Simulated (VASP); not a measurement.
Here is the system:

```yaml
crystal:
  lattice:
    - [4.14407, 0.00000, 0.00000]
    - [-2.07204, 3.58887, 0.00000]
    - [0.00000, 0.00000, 5.47558]
  atoms:
    - { symbol: Sn, position: [0.65688, 0.32776, 0.74414] }
    - { symbol: Sn, position: [0.33283, 0.67882, 0.25132] }
    - { symbol: Pt, position: [0.99530, 0.98717, 0.49710] }
    - { symbol: Pt, position: [0.01498, 0.00625, 0.00744] }
```

The numbers are results of LDA (Ceperley-Alder, Perdew-Zunger), VASP's LDA PAW potentials (set 64) (plane waves; VASP), not measurements. Settings: 300 eV cut-off, 5×5×4 Γ-centred mesh, Fermi-Dirac smearing of 0.10 eV, potentials Sn_d Pt.

At this cut-off the stress carries a Pulay error, which pulls relaxed volumes low. Unless said otherwise, spin-orbit coupling is left out, though it shifts the bands of the heavy elements here.

Task: Predict the energy per atom (σ→0), pressure, largest force, band gap (on the k-mesh) with the smallest direct gap where there is one.

Result: 
| Item | Value |
|---|---|
| band gap (on the k-mesh) | none (metal, semimetal or under 0.01 eV) |
| energy per atom (σ→0) | -6576 meV/atom |
| pressure | -4.80 GPa |
| largest force | 0.849 eV/Å |

The absolute energy has meaning only against runs of the same code, potentials and settings.

The structure comes from a computed database's SnPt entry; how it stands against other phases isn't given here. The cell was not relaxed at this level, atoms are displaced from their ideal sites. The k-mesh is coarse (spacing up to 0.35 per Å, 2π included), so the numbers may not be converged in it.
